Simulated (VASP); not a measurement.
Level of theory: PBE GGA, VASP's PBE PAW potentials (set 64) (plane waves; VASP).

Input for VASP

File KPOINTS:
```
K-points
0
Gamma
  12 12 12
```

### INCAR
```
SYSTEM = Ba
PREC = Normal; ENCUT = 400; LREAL = .FALSE.
LASPH = .TRUE.
EDIFF = 1E-5; NELM = 100; NELMIN = 4
ALGO = Fast; LMAXMIX = 4
ISMEAR = 1; SIGMA = 0.1
GGA = PE
IBRION = 2; NSW = 20; ISIF = 2
EDIFFG = -0.03
LWAVE = .FALSE.; LCHARG = .FALSE.
```

File POSCAR:
```
Ba
1
   -2.5135857510     2.5135857510     2.5135857510
    2.5135857510    -2.5135857510     2.5135857510
    2.5135857510     2.5135857510    -2.5135857510
Ba
1
Direct
  0.0000000000   0.0000000000   0.0000000000
```

POTCAR, in this order: Ba_sv (PBE.64 set). Program: vasp_std.

Unless said otherwise, spin-orbit coupling is left out, though it shifts the bands of the heavy elements here.

Estimate the energy per atom (σ→0), band gap (on the k-mesh).

| Item | Result |
|---|---|
| energy per atom (σ→0) | -1.908 eV/atom |
| band gap (on the k-mesh) | none (metal, semimetal or under 0.01 eV) |

OSZICAR:
```
...
DAV:   4    -0.190678329952E+01   -0.47908E-01   -0.47874E-01  1993   0.420E+00
DAV:   5    -0.190714544237E+01   -0.36214E-03   -0.36207E-03  1816   0.314E-01    0.162E+00
RMM:   6    -0.190698861700E+01    0.15683E-03   -0.22622E-03  1296   0.598E-01    0.971E-01
RMM:   7    -0.190749768898E+01   -0.50907E-03   -0.66272E-03  1296   0.107E+00    0.428E-02
RMM:   8    -0.190771899876E+01   -0.22131E-03   -0.88397E-04  1468   0.202E-01    0.203E-02
RMM:   9    -0.190774429985E+01   -0.25301E-04   -0.16145E-04  1199   0.576E-02    0.109E-02
RMM:  10    -0.190774913177E+01   -0.48319E-05   -0.36757E-05  1028   0.356E-02
   1 F= -.19077491E+01 E0= -.19077147E+01  d E =-.190775E+01
```

The compound is Ba in the bcc structure. It was relaxed first.
